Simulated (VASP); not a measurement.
Data:

```
CELL_PARAMETERS angstrom
      0.00000     2.23257     2.23257
      2.23257     0.00000     2.23257
      2.23257     2.23257     0.00000
ATOMIC_POSITIONS crystal
  Pt 0.00000 0.00000 0.00000
  C  0.50000 0.50000 0.50000
```

Calculation: PBE GGA, VASP's PBE PAW potentials (set 64) (plane waves; VASP 6.6.1). Run with 520 eV cut-off, 16×16×16 Γ-centred mesh, tetrahedra with Blöchl corrections, potentials Pt C.

Unless said otherwise, spin-orbit coupling is left out, though it shifts the bands of the heavy elements here.

Q: What does the run give for the energy per atom (σ→0), band gap (on the k-mesh) with the smallest direct gap where there is one?

A: 
```json
{
 "band gap (on the k-mesh)": "none (metal, semimetal or under 0.01 eV)",
 "energy per atom (σ→0)": "-6.203 eV/atom"
}
```

The structure was generated: PtC was put into the rock salt type (Fm-3m), which need not be its known phase. It was relaxed first, which changed the volume by -7 %.
